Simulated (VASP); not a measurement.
A calculation with VASP 6.6.1 of SrCr2N2 (native input, structure from a POSCAR):

The input INCAR:

```
SYSTEM = SrCr2N2
PREC     = Accurate       ! precision mode
ENCUT    = 520            ! plane-wave cutoff, eV
EDIFF    = 1E-7           ! SCF threshold, eV
ISMEAR   = 0              ! smearing method
SIGMA    = 0.02           ! smearing width, eV
LREAL    = .FALSE.        ! projectors in reciprocal space
LASPH    = .TRUE.         ! aspherical terms in the spheres
NELM     = 120            ! most SCF steps
ALGO     = Normal         ! electronic algorithm
ISIF     = 2              ! what is computed and relaxed
LWAVE    = .FALSE.        ! write WAVECAR
LCHARG   = .FALSE.        ! write CHGCAR
ISPIN    = 2              ! spin polarisation
MAGMOM   = 0 3 3 0 0      ! initial moments
LORBIT   = 11             ! projections on sites
LMAXMIX  = 4              ! l up to which the mixer works
GGA      = PE             ! functional
NBANDS   = 34             ! bands
```

Contents of KPOINTS:

```
Automatic mesh
0
G
  9 9 4
  0 0 0
```

POSCAR

```
SrCr2N2
1.0
    3.3196892269      0.0000000000      0.0000000000
   -1.6598446134      2.8749352031      0.0000000000
    0.0000000000      0.0000000000      6.5462810131
Sr Cr N
1 2 2
Direct
    0.0000000000      0.0000000000      0.5000000000
    0.3333333333      0.6666666667      0.8835880000
    0.6666666667      0.3333333333      0.1164120000
    0.3333333333      0.6666666667      0.1908820000
    0.6666666667      0.3333333333      0.8091180000
```

Potentials or basis: VASP PAW PBE potentials, release 54 (Sr_sv, Cr_pv, N).

Command:

```bash
$ cat potpaw_PBE.54/Sr_sv/POTCAR potpaw_PBE.54/Cr_pv/POTCAR potpaw_PBE.54/N/POTCAR > POTCAR
$ mpirun -np 1 vasp_std > vasp.out
```

The cell comes from a database or a generator and needn't be the stable form of this composition.

**Question.** Write the same calculation in another form: ASE script, Cartesian positions.

**Answer.** As run:

The input run.py:

```python
from ase.calculators.vasp import Vasp
from ase.dft.bandgap import bandgap
from ase.io import read

atoms = read('SrCr2N2.xyz')
atoms.set_initial_magnetic_moments([0.0, 3.0, 3.0, 0.0, 0.0])
calc = Vasp(
    directory='calc',
    xc='pbe',
    pp='PBE',
    setups='recommended',
    pp_version='54',
    prec='Accurate',
    encut=520,
    ediff=1e-06,
    ismear=0,
    sigma=0.02,
    lreal=False,
    lasph=True,
    nelm=150,
    algo='Normal',
    isif=2,
    lwave=False,
    lcharg=False,
    ispin=2,
    lorbit=11,
    lmaxmix=4,
    kpts=[9, 9, 4],
    gamma=True,
)
atoms.calc = calc

print('energy (eV):', atoms.get_potential_energy())
print('free energy (eV):', atoms.get_potential_energy(force_consistent=True))
print('forces (eV/A):')
print(atoms.get_forces())
print('stress (eV/A^3, Voigt):', atoms.get_stress())
print('Fermi level (eV):', calc.get_fermi_level())
print('moment (muB):', atoms.get_magnetic_moment())
print('site moments (muB):', atoms.get_magnetic_moments())
gap, top, bottom = bandgap(calc)
print('band gap (eV):', gap, 'from (spin, k, band)', top, 'to', bottom)
```

File SrCr2N2.xyz:

```xyz
5
Lattice="3.3196892269 0.0000000000 0.0000000000 -1.6598446134 2.8749352031 0.0000000000 0.0000000000 0.0000000000 6.5462810131" Properties=species:S:1:pos:R:3 pbc="T T T"
Sr     0.0000000000      0.0000000000      3.2731405066
Cr    -0.0000000001      1.9166234688      5.7842153478
Cr     1.6598446136      0.9583117343      0.7620656653
N     -0.0000000001      1.9166234688      1.2495672123
N      1.6598446136      0.9583117343      5.2967138008
```

Potentials or basis: VASP PAW PBE potentials, release 54 (Sr_sv, Cr_pv, N).

The run is started by

```console
$ python run.py
```

Both were run:

|  | native input, structure from a POSCAR | ASE script, Cartesian positions |
| --- | --- | --- |
| Pressure | -0.3 GPa | -0.3 GPa |
| Largest force | 0.124 eV/Å | 0.123 eV/Å |
| Band gap on the k mesh | none (metal or under the smearing width) | none (metal or under the smearing width) |
| Net moment | 0.58 μB per cell | 0.58 μB per cell |
| Site moments | Sr -0.03; Cr +0.32; N -0.02 μB | Sr -0.03; Cr +0.32; N -0.02 μB |
| Valence electrons inside the program's atomic spheres | Sr 8.21; Cr 11.11; N 3.67 | Sr 8.21; Cr 11.11; N 3.67 |

Keys that steer only the numerical path or the files written may differ.
